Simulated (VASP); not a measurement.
# TaAs (I4_1md) in VASP: a series of runs, part 3 of 3

VASP 6.6.1. The steps go on from the part before.

**5. Electric field gradients, PBEsol**

Contents of INCAR:

```
  PREC = Accurate
  ENCUT = 600
  EDIFF = 1E-7
  ISMEAR = -1
  SIGMA = 0.05
  LREAL = F
  LASPH = T
  NELM = 80
  ALGO = Normal
  ISIF = 2
  LWAVE = F
  LCHARG = F
  GGA = PS
  LEFG = T
```

Contents of KPOINTS:

```
Automatic mesh
0
Gamma
  13 13 13
```

Contents of POSCAR:

```
TaAs
1.0
   -1.7218133622      1.7218133622      5.8679415361
    1.7218133622     -1.7218133622      5.8679415361
    1.7218133622      1.7218133622     -5.8679415361
Ta As
2 2
Direct
    0.4999673000      0.9999673000      0.5000000000
    0.7499673000      0.7499673000      0.0000000000
    0.0826321200      0.5826321200      0.5000000000
    0.3326321200      0.3326321200      0.0000000000
```

Potentials or basis: VASP PAW PBE potentials, release 64 (Ta_pv, As_d).

Started as:

```
cat potpaw_PBE.64/Ta_pv/POTCAR potpaw_PBE.64/As_d/POTCAR > POTCAR
mpirun -np 1 vasp_std > vasp.out
```

OUTCAR:

```text
PREC = Accurate
   ENCUT = 600
   EDIFF = 1E-7
   ISMEAR = -1
   LREAL = F
   LASPH = T
   NELM = 80
   ISIF = 2
   GGA = PS

 ion  position               nearest neighbor table
   1  0.500  1.000  0.500-   4 2.61   4 2.61   3 2.62   3 2.62   3 2.62   3 2.62   2 3.40   2 3.40
                             2 3.40   2 3.40
   2  0.750  0.750  0.000-   3 2.61   3 2.61   4 2.62   4 2.62   4 2.62   4 2.62   1 3.40   1 3.40
                             1 3.40   1 3.40
   3  0.083  0.583  0.500-   2 2.61   2 2.61   1 2.62   1 2.62   1 2.62   1 2.62
   4  0.333  0.333  0.000-   1 2.61   1 2.61   2 2.62   2 2.62   2 2.62   2 2.62

  LATTYP: Found a body centered tetragonal cell.
 ALAT       =     3.4436267244
 C/A-ratio  =     3.4080009279

  Lattice vectors:

 A1 = (  -1.7218133622,   1.7218133622,   5.8679415361)
 A2 = (   1.7218133622,  -1.7218133622,   5.8679415361)
 A3 = (   1.7218133622,   1.7218133622,  -5.8679415361)

Analysis of symmetry for initial positions (statically):
=====================================================================
 Subroutine PRICEL returns:
 Original cell was already a primitive cell.

 Routine SETGRP: Setting up the symmetry group for a
 body centered tetragonal supercell.

 Subroutine GETGRP returns: Found  8 space group operations
 (whereof  4 operations were pure point group operations)
 out of a pool of 16 trial point group operations.

The static configuration has the point symmetry C_2v.
 The point group associated with its full space group is C_4v.

Analysis of symmetry for dynamics (positions and initial velocities):
=====================================================================
 Subroutine PRICEL returns:
[... 989 lines left out ...]

  FORCE on cell =-STRESS in cart. coord.  units (eV):
  Direction    XX          YY          ZZ          XY          YZ          ZX
  --------------------------------------------------------------------------------------
  -------------------------------------------------------------------------------------
  Total       -1.4470507     -1.4470507     -1.7204296      0.0000000      0.0000000      0.0000000
  in kB      -33.3178085    -33.3178085    -39.6122547      0.0000000      0.0000000      0.0000000
  external PRESSURE =     -35.4159572 kB  Pullay stress =       0.0000000 kB

 VOLUME and BASIS-vectors are now :
 -----------------------------------------------------------------------------
  energy-cutoff  :      600.00
  volume of cell :       69.59
      direct lattice vectors                 reciprocal lattice vectors
    -1.721813362  1.721813362  5.867941536     0.000000000  0.290391520  0.085208756
     1.721813362 -1.721813362  5.867941536     0.290391520  0.000000000  0.085208756
     1.721813362  1.721813362 -5.867941536     0.290391520  0.290391520  0.000000000

 POSITION                                       TOTAL-FORCE (eV/Angst)
 -----------------------------------------------------------------------------------
      1.72181     -0.00000      5.86756        -0.000000     -0.000000      0.020444
      0.00000      0.00000      8.80153         0.000000      0.000000      0.020444
      1.72181      0.00000      0.96976         0.000000     -0.000000     -0.020444
      0.00000      0.00000      3.90373        -0.000000      0.000000     -0.020444
 -----------------------------------------------------------------------------------
    total drift:                               -0.000000     -0.000000      0.001409

  FREE ENERGIE OF THE ION-ELECTRON SYSTEM (eV)
  ---------------------------------------------------
  free  energy   TOTEN  =       -37.7650711153 eV

  energy  without entropy=      -37.7610114700  energy(sigma->0) =      -37.76304129

 Electric field gradients (V/A^2)
---------------------------------------------------------------------
 ion       V_xx      V_yy      V_zz      V_xy      V_xz      V_yz
---------------------------------------------------------------------
   1       9.865   -22.106    12.241    -0.000     0.000     0.000
   2     -22.106     9.865    12.241    -0.000     0.000     0.000
   3      -6.660   -12.908    19.568    -0.001    -0.001    -0.001
   4     -12.908    -6.660    19.568    -0.001    -0.001    -0.001
---------------------------------------------------------------------

 Electric field gradients after diagonalization (V/A^2)
 (convention: |V_zz| > |V_xx| > |V_yy|)
----------------------------------------------------------------------
 ion       V_xx      V_yy      V_zz     asymmetry (V_yy - V_xx)/ V_zz
----------------------------------------------------------------------
   1      12.241     9.865   -22.106       0.108
   2      12.241     9.865   -22.106       0.108
   3     -12.908    -6.660    19.568       0.319
   4     -12.908    -6.660    19.568       0.319
----------------------------------------------------------------------

           NMR quadrupolar parameters

 Cq : quadrupolar parameter    Cq=e*Q*V_zz/h
 eta: asymmetry parameters     (V_yy - V_xx)/ V_zz
 Q  : nuclear electric quadrupole moment in mb (millibarn)
----------------------------------------------------------------------
 ion       Cq(MHz)       eta       Q (mb)
----------------------------------------------------------------------
   1      -0.053       0.108       1.000
   2      -0.053       0.108       1.000
   3       0.047       0.319       1.000
   4       0.047       0.319       1.000
----------------------------------------------------------------------
```

Run time: 15 min. Hardware: 1 thread of Intel Xeon Platinum 8559C (Emerald Rapids), shared host; peak memory 0.71 GiB.

What came out:

```yaml
Free_energy: -37.7651 eV
Pressure: -3.5 GPa
Largest_force: 0.020 eV/Å
Band_gap_on_the_k_mesh: none (metal or under the smearing width)
```

Forces on the atoms (eV/Å):
```
Ta   0.000  0.000  0.020
Ta   0.000  0.000  0.020
As   0.000  0.000 -0.020
As   0.000  0.000 -0.020
```

Levels at points of the mesh, in eV from the Fermi level:
```
           k point  band 23  band 24  band 25  band 26  band 27  band 28  band 29  band 30
(0.00, 0.00, 0.00)    -2.35    -1.96    -1.63    -1.63     0.92     1.57     2.32     3.10
```

Electric field gradients, principal values (V/Å²):
```tsv
atom	Vxx	Vyy	Vzz
1 Ta	9.865	12.241	-22.106
2 Ta	9.865	12.241	-22.106
3 As	-6.660	-12.908	19.568
4 As	-6.660	-12.908	19.568
```

Caveat: the PAW data sets were made with another functional, which shifts forces and pressure a little.

**6. Overview**

```csv
potentials or basis,k mesh,cutoff (eV),gap on the mesh (eV),pressure (GPa),largest force (eV/Å)
"VASP PAW PBE potentials, release 64 (Ta_pv, As)",19 × 19 × 19,520,none,-3.3,0.02
"VASP PAW PBE potentials, release 64 (Ta_pv, As)",13 × 13 × 13,700,none,-3.2,0.02
"VASP PAW PBE potentials, release 64 (Ta, As)",13 × 13 × 13,500,none,-3.9,0.02
"VASP PAW PBE potentials, release 64 (Ta_pv, As_d)",13 × 13 × 13,600,none,-3.5,0.02
```

Alike in all rows: task electric field gradients; level PBEsol; no spin polarisation; cell as given; smearing fermi-dirac 0.05 eV.

Caveats: the PAW data sets were made with another functional, which shifts forces and pressure a little.

Total energies depend on the potentials used, so only differences within one code and one set of settings carry meaning.
